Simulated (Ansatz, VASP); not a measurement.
BaVO4 in VASP and in Ansatz

```
CELL_PARAMETERS angstrom
-3.80300 3.80300 3.33886
3.80300 -3.80300 3.33886
3.80300 3.80300 -3.33886
ATOMIC_POSITIONS crystal
Ba 0.87500 0.12500 0.75000
Ba 0.12500 0.87500 0.25000
V 0.62500 0.37500 0.25000
V 0.37500 0.62500 0.75000
O 0.63460 0.20670 0.42790
O 0.20670 0.27880 0.57210
O 0.27880 0.20670 0.07210
O 0.20670 0.63460 0.92790
O 0.36540 0.79330 0.57210
O 0.79330 0.36540 0.07210
O 0.72120 0.79330 0.92790
O 0.79330 0.72120 0.42790
```

The cell was built by a generator and needn't be a form met in nature.

Alike in both runs: task single point; functional PBEsol; k mesh 7 × 7 × 7; no spin polarisation.

|  | VASP | Ansatz |
| --- | --- | --- |
| version | VASP 6.6.1 | Ansatz 0.2.0 |
| potentials or method | VASP PAW PBE potentials, release 64 (Ba_sv, V_sv, O) | PAW plane waves |
| plane-wave cutoff (eV) | 520 | 420 |
| occupations | fermi-dirac, width 0.1 eV | fermi-dirac |
| valence electrons in the cell | 94 | 94 |

|  | VASP | Ansatz | Ansatz less VASP |
| --- | --- | --- | --- |
| pressure (GPa) | 2.9 | 1.1 | -1.83 |
| largest component of the traceless stress (GPa) | 0.86 | 0.68 | -0.185 |
| rms of the force components (eV/Å) | 1.131 | 1.118 | -0.0131 |

Atom by atom the forces differ by 0.024 eV/Å (rms over components).

Caveats: the PAW data sets were made with another functional, which shifts forces and pressure a little (VASP); the run has no spin polarisation, though such a crystal can be magnetic; semilocal functionals often make such compounds metallic where correlation or magnetic order opens a gap, which also shifts bond lengths. Spin-orbit coupling is left out, which matters for the levels of Ba.
